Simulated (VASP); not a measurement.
Output of a VASP run:

File OUTCAR:
```
 ion  position               nearest neighbor table
   1  0.284  0.750  0.952-   9 2.96  12 3.02  13 3.02   7 3.04  11 3.12  14 3.12   5 3.50   8 3.51
                             8 3.51   5 3.53   7 3.79   6 3.93   6 3.93   3 4.09   3 4.21   2 4.29
   2  0.716  0.250  0.048-  10 2.96  11 3.02  14 3.02   8 3.04  13 3.12  12 3.12   6 3.50   7 3.51
                             7 3.51   6 3.53   8 3.79   5 3.93   5 3.93   4 4.09   4 4.21   1 4.29
   3  0.225  0.750  0.429-   9 3.04  12 3.05  13 3.05  11 3.12  14 3.12   7 3.16  10 3.45  10 3.45
                             5 3.70   6 3.89   6 3.89   1 4.09   1 4.21   4 4.80   4 4.80   4 4.84
   4  0.775  0.250  0.571-  10 3.04  11 3.05  14 3.05  13 3.12  12 3.12   8 3.16   9 3.45   9 3.45
                             6 3.70   5 3.89   5 3.89   2 4.09   2 4.21   3 4.80   3 4.80   3 4.84
   5  0.721  0.750  0.797-  11 2.12  14 2.12   7 2.12   9 2.13   1 3.50   1 3.53   3 3.70   4 3.89
                             4 3.89   2 3.93   2 3.93
   6  0.279  0.250  0.203-  12 2.12  13 2.12   8 2.12  10 2.13   2 3.50   2 3.53   4 3.70   3 3.89
                             3 3.89   1 3.93   1 3.93
   7  0.886  0.750  0.062-   5 2.12   1 3.04   3 3.16   2 3.51   2 3.51   1 3.79
   8  0.114  0.250  0.938-   6 2.12   2 3.04   4 3.16   1 3.51   1 3.51   2 3.79
   9  0.916  0.750  0.635-   5 2.13   1 2.96   3 3.04   4 3.45   4 3.45
  10  0.084  0.250  0.365-   6 2.13   2 2.96   4 3.04   3 3.45   3 3.45
  11  0.510  0.502  0.737-   5 2.12   2 3.02   4 3.05   3 3.12   1 3.12
  12  0.490  0.498  0.263-   6 2.12   1 3.02   3 3.05   4 3.12   2 3.12
  13  0.490  0.002  0.263-   6 2.12   1 3.02   3 3.05   4 3.12   2 3.12
  14  0.510  0.998  0.737-   5 2.12   2 3.02   4 3.05   3 3.12   1 3.12
  LATTYP: Found a simple monoclinic cell.
 ALAT       =     6.6021758510
 B/A-ratio  =     1.0090221007
 C/A-ratio  =     1.2515672268
 COS(beta)  =    -0.3135036573
 Subroutine PRICEL returns:
 Original cell was already a primitive cell.
 Subroutine GETGRP returns: Found  4 space group operations
The static configuration has the point symmetry S_2 .
 The point group associated with its full space group is C_2h.
The dynamic configuration has the point symmetry S_2 .
 Subroutine INISYM returns: Found  4 space group operations
 Subroutine IBZKPT returns following result:
 Found     21 irreducible k-points:

 Following reciprocal coordinates:
            Coordinates               Weight
  0.000000  0.000000  0.000000      1.000000
  0.250000  0.000000  0.000000      2.000000
  0.500000  0.000000  0.000000      1.000000
  0.000000  0.250000  0.000000      2.000000
  0.250000  0.250000  0.000000      4.000000
  0.500000  0.250000  0.000000      2.000000
  0.000000  0.500000  0.000000      1.000000
  0.250000  0.500000  0.000000      2.000000
  0.500000  0.500000  0.000000      1.000000
 -0.000000  0.000000  0.333333      2.000000
  0.250000  0.000000  0.333333      2.000000
  0.500000  0.000000  0.333333      2.000000
 -0.250000  0.000000  0.333333      2.000000
 -0.000000  0.250000  0.333333      4.000000
  0.250000  0.250000  0.333333      4.000000
  0.500000  0.250000  0.333333      4.000000
 -0.250000  0.250000  0.333333      4.000000
 -0.000000  0.500000  0.333333      2.000000
  0.250000  0.500000  0.333333      2.000000
  0.500000  0.500000  0.333333      2.000000
 -0.250000  0.500000  0.333333      2.000000
   k-points           NKPTS =     21   k-points in BZ     NKDIM =     21   number of bands    NBANDS=     57
   number of dos      NEDOS =    601   number of ions     NIONS =     14
   total plane-waves  NPLWV = 124416
   dimension x,y,z NGX =    48 NGY =   48 NGZ =   54
   dimension x,y,z NGXF=    96 NGYF=   96 NGZF=  108
   ions per type =               4   2   8
   PREC   = accura    normal or accurate (medium, high low for compatibility)
   ISTART =      0    job   : 0-new  1-cont  2-samecut
   ICHARG =      2    charge: 1-file 2-atom 10-const
   ISPIN  =      1    spin polarized calculation?
   LNONCOLLINEAR =      F non collinear calculations
   LSORBIT =      F    spin-orbit coupling
   INIWAV =      1    electr: 0-lowe 1-rand  2-diag
   ENCUT  =  400.0 eV  29.40 Ry    5.42 a.u.  10.77 10.86 13.47*2*pi/ulx,y,z
   NELM   =    100;   NELMIN=  2; NELMDL= -5     # of ELM steps
   EDIFF  = 0.1E-06   stopping-criterion for ELM
   LREAL  =      T    real-space projection
   NLSPLINE    = F    spline interpolate recip. space projectors
   LMAXMIX     =    4 max onsite mixed and CHGCAR
   VOSKOWN=      0    Vosko Wilk Nusair interpolation
   EDIFFG = 0.1E-05   stopping-criterion for IOM
...
```

File OSZICAR:
```
       N       E                     dE             d eps       ncg     rms          rms(c)
DAV:   1     0.445217944889E+03    0.44522E+03   -0.38931E+04  2402   0.125E+03
DAV:   2    -0.139217192581E+03   -0.58444E+03   -0.56705E+03  3151   0.289E+02
DAV:   3    -0.189908488661E+03   -0.50691E+02   -0.50450E+02  3124   0.759E+01
DAV:   4    -0.192888497507E+03   -0.29800E+01   -0.29716E+01  4100   0.176E+01
DAV:   5    -0.193024738405E+03   -0.13624E+00   -0.13620E+00  3300   0.273E+00    0.307E+01
DAV:   6    -0.177893948024E+03    0.15131E+02   -0.11271E+01  3124   0.111E+01    0.220E+01
DAV:   7    -0.161864603016E+03    0.16029E+02   -0.53130E+00  3099   0.100E+01    0.258E+00
DAV:   8    -0.165482239349E+03   -0.36176E+01   -0.55641E+00  3024   0.998E+00    0.545E+00
DAV:   9    -0.167093661391E+03   -0.16114E+01   -0.10830E+00  2906   0.559E+00    0.260E+00
DAV:  10    -0.167051874814E+03    0.41787E-01   -0.16818E-01  2706   0.247E+00    0.216E+00
DAV:  11    -0.167282586023E+03   -0.23071E+00   -0.18599E-01  3116   0.180E+00    0.369E-01
DAV:  12    -0.167439977672E+03   -0.15739E+00   -0.17449E-01  2548   0.267E+00    0.118E+00
DAV:  13    -0.167474870120E+03   -0.34892E-01   -0.10800E-02  2756   0.571E-01    0.607E-01
DAV:  14    -0.167479424222E+03   -0.45541E-02   -0.36483E-03  2748   0.370E-01    0.312E-01
DAV:  15    -0.167479407792E+03    0.16430E-04   -0.15902E-03  2756   0.228E-01    0.154E-01
DAV:  16    -0.167480072554E+03   -0.66476E-03   -0.40380E-04  2732   0.131E-01    0.153E-01
DAV:  17    -0.167480081249E+03   -0.86955E-05   -0.21852E-05  4044   0.152E-02    0.153E-01
DAV:  18    -0.167480068299E+03    0.12950E-04   -0.18832E-05  2748   0.180E-02    0.141E-01
DAV:  19    -0.167480054867E+03    0.13432E-04   -0.61016E-05  2908   0.396E-02    0.139E-01
DAV:  20    -0.167480162146E+03   -0.10728E-03   -0.88893E-05  2884   0.499E-02    0.190E-01
DAV:  21    -0.167480170047E+03   -0.79009E-05   -0.14287E-05  3116   0.121E-02    0.210E-01
DAV:  22    -0.167480167042E+03    0.30051E-05   -0.57205E-07  2764   0.262E-03    0.207E-01
DAV:  23    -0.167480168068E+03   -0.10262E-05   -0.85933E-08  1740   0.135E-03    0.208E-01
DAV:  24    -0.167480167615E+03    0.45326E-06   -0.17502E-08  1740   0.554E-04    0.208E-01
DAV:  25    -0.167480130609E+03    0.37006E-04   -0.24702E-05  2747   0.170E-02    0.153E-01
DAV:  26    -0.167480101470E+03    0.29139E-04   -0.69960E-05  2836   0.277E-02    0.762E-02
DAV:  27    -0.167480090404E+03    0.11066E-04   -0.96963E-06  3124   0.131E-02    0.536E-02
DAV:  28    -0.167480088076E+03    0.23278E-05   -0.81497E-05  2698   0.309E-02    0.752E-02
DAV:  29    -0.167480092695E+03   -0.46196E-05   -0.12847E-05  2682   0.149E-02    0.646E-02
DAV:  30    -0.167480096181E+03   -0.34854E-05   -0.71873E-06  2932   0.907E-03    0.620E-02
DAV:  31    -0.167480096788E+03   -0.60672E-06   -0.73641E-07  2404   0.295E-03    0.593E-02
DAV:  32    -0.167480097317E+03   -0.52996E-06   -0.84627E-08  1626   0.136E-03    0.621E-02
DAV:  33    -0.167480097738E+03   -0.42046E-06   -0.89874E-07  2443   0.326E-03    0.480E-02
DAV:  34    -0.167480097163E+03    0.57476E-06   -0.13482E-07  1466   0.147E-03    0.456E-02
DAV:  35    -0.167480097081E+03    0.82026E-07   -0.50994E-07  2209   0.298E-03
   1 F= -.16748010E+03 E0= -.16748010E+03  d E =0.000000E+00
       N       E                     dE             ncg
       N       E                     dE             ncg
       N       E                     dE             ncg
```

**OUTCAR**
```
------------------------ aborting loop because EDIFF is reached ----------------------------------------
  FORCE on cell =-STRESS in cart. coord.  units (eV):
  Direction    XX          YY          ZZ          XY          YZ          ZX
  --------------------------------------------------------------------------------------
  Total       -0.0775706     -0.1026572     -0.0452331      0.0000000      0.0000000      0.0051921
  in kB       -0.3601278     -0.4765947     -0.2099982      0.0000000      0.0000000      0.0241046
  external PRESSURE =      -0.3489069 kB  Pullay stress =       0.0000000 kB
  volume of cell :      345.10
      direct lattice vectors                 reciprocal lattice vectors
     6.602174433  0.000000000 -0.004327626     0.151497963  0.000000000  0.049906551
     0.000000000  6.661741346  0.000000000     0.000000000  0.150110902  0.000000000
    -2.585357881  0.000000000  7.848197217     0.000083538  0.000000000  0.127445316
 POSITION                                       TOTAL-FORCE (eV/Angst)
 -----------------------------------------------------------------------------------
     -0.58552      4.99631      7.46711        -0.009429      0.000000      0.005482
      4.60233      1.66544      0.37676         0.009429      0.000000     -0.005482
      0.37482      4.99631      3.36824        -0.005657      0.000000     -0.005008
      3.64200      1.66544      4.47563         0.005657     -0.000000      0.005008
      2.69757      4.99631      6.24873         0.008145      0.000000      0.000433
      1.31924      1.66544      1.59514        -0.008145      0.000000     -0.000433
      5.68928      4.99631      0.47901         0.003225      0.000000     -0.002908
     -1.67246      1.66544      7.36486        -0.003225     -0.000000      0.002908
      4.40544      4.99631      4.98190         0.006552      0.000000      0.006812
     -0.38862      1.66544      2.86197        -0.006552      0.000000     -0.006812
      1.46004      3.34290      5.78157         0.001261     -0.006665      0.001736
      2.55678      3.31884      2.06229        -0.001261      0.006665     -0.001736
      2.55678      0.01203      2.06229        -0.001261     -0.006665     -0.001736
      1.46004      6.64972      5.78157         0.001261      0.006665      0.001736
 -----------------------------------------------------------------------------------
    total drift:                                0.000000     -0.000000     -0.000000
  FREE ENERGIE OF THE ION-ELECTRON SYSTEM (eV)
  ---------------------------------------------------
  free  energy   TOTEN  =      -167.4800970811 eV

  energy  without entropy=     -167.4800970811  energy(sigma->0) =     -167.48009708

 total charge

# of ion       s       p       d       tot
------------------------------------------
    1        2.002   5.861   0.179   8.042
    2        2.002   5.861   0.179   8.042
    3        1.997   5.850   0.153   8.000
    4        1.997   5.850   0.153   8.000
    5        0.689   0.880   0.000   1.569
    6        0.689   0.880   0.000   1.569
    7        1.313   2.475   0.000   3.788
    8        1.313   2.475   0.000   3.788
    9        1.311   2.487   0.000   3.798
   10        1.311   2.487   0.000   3.798
   11        1.322   2.493   0.000   3.815
   12        1.322   2.493   0.000   3.815
   13        1.322   2.493   0.000   3.815
   14        1.322   2.493   0.000   3.815
--------------------------------------------------
tot         19.913  45.079   0.666  65.657
```
(Selected blocks of OUTCAR.)

### POSCAR
```
Sr2SiS4
1
    6.6021744327     0.0000000000    -0.0043276258
    0.0000000000     6.6617413463     0.0000000000
   -2.5853578815     0.0000000000     7.8481972170
Sr Si S
4 2 8
Direct
  0.2839534615   0.7500000000   0.9515996541
  0.7160465385   0.2500000000   0.0484003459
  0.2248819725   0.7500000000   0.4292981649
  0.7751180275   0.2500000000   0.5707018351
  0.7205294373   0.7500000000   0.7965969709
  0.2794705627   0.2500000000   0.2034030291
  0.8858193407   0.7500000000   0.0615222817
  0.1141806593   0.2500000000   0.9384777183
  0.9160442795   0.7500000000   0.6352882521
  0.0839557205   0.2500000000   0.3647117479
  0.5097312291   0.5018052584   0.7369566118
  0.4902687709   0.4981947416   0.2630433882
  0.4902687709   0.0018052584   0.2630433882
  0.5097312291   0.9981947416   0.7369566118
```

Task: Write an INCAR and KPOINTS that could have produced this output.

Result: This is not unique; one that fits is the input of the run itself, r2SCAN meta-GGA, plane waves, VASP's PBE PAW potentials (set 64).

INCAR:
```
SYSTEM = Sr2SiS4
PREC = Accurate
ENCUT = 400
EDIFF = 1E-7
NELM = 100
ALGO = Normal
LREAL = Auto
LASPH = .TRUE.
ISMEAR = -5
METAGGA = R2SCAN
LMIXTAU = .TRUE.
LMAXMIX = 4
LWAVE = .FALSE.
LCHARG = .FALSE.
LORBIT = 11
NEDOS = 601
ISIF = 2
LEFG = .TRUE.
```

KPOINTS_OPT:
```
k-points along high-symmetry lines
6
Line-mode
Reciprocal
  0.000000   0.000000   0.000000 ! GAMMA
  0.000000   0.500000   0.000000 ! Z

  0.000000   0.500000   0.000000 ! Z
  0.000000   0.500000   0.500000 ! D

  0.000000   0.500000   0.500000 ! D
  0.000000   0.000000   0.500000 ! B

  0.000000   0.000000   0.500000 ! B
  0.000000   0.000000   0.000000 ! GAMMA

  0.000000   0.000000   0.000000 ! GAMMA
 -0.500000   0.000000   0.500000 ! A

 -0.500000   0.000000   0.500000 ! A
 -0.500000   0.500000   0.500000 ! E

 -0.500000   0.500000   0.500000 ! E
  0.000000   0.500000   0.000000 ! Z

  0.000000   0.500000   0.000000 ! Z
 -0.500000   0.500000   0.000000 ! C_2

 -0.500000   0.500000   0.000000 ! C_2
 -0.500000   0.000000   0.000000 ! Y_2

 -0.500000   0.000000   0.000000 ! Y_2
  0.000000   0.000000   0.000000 ! GAMMA
```

KPOINTS:
```
Regular mesh
0
Gamma
  4 4 3
```

POTCAR, in this order: Sr_sv Si S (PBE.64 set). Program: vasp_std.

The structure comes from a computed database's Sr2SiS4 entry (P2_1/m); how it stands against other phases isn't given here. It was relaxed first.
